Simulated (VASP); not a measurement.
Data:

```
CELL_PARAMETERS angstrom
      1.77667    -3.07728     0.00000
      1.77667     3.07728     0.00000
      0.00000     0.00000     5.50680
ATOMIC_POSITIONS crystal
  Dy 0.33333 0.66667 0.25000
  Dy 0.66667 0.33333 0.76816
```

Computed with PBEsol GGA, VASP's PBE PAW potentials (set 64) (plane waves; VASP). Settings: 480 eV cut-off, 12×12×6 Γ-centred mesh, first-order Methfessel-Paxton smearing of 0.10 eV, potentials Dy_3.

The 4f electrons are frozen in the core of the lanthanide potential, so 4f levels, which can set the real gap, and their magnetism are missing.

Problem. Which forces act on the atoms, in eV/Å?

Solution. 
| atom | Fx | Fy | Fz |
|---|---|---|---|
| Dy1 | 0.000 | 0.000 | 0.376 |
| Dy2 | 0.000 | 0.000 | -0.376 |

Problem. Give the stress tensor in GPa (positive for a compressed cell).

Solution. 
```
-0.22   0.00   0.00
 0.00  -0.22   0.00
 0.00   0.00   0.43
```
The pressure is its mean diagonal, -0.01 GPa.

The compound is Dy in the hcp structure. This cell was strained or had an atom moved on purpose.
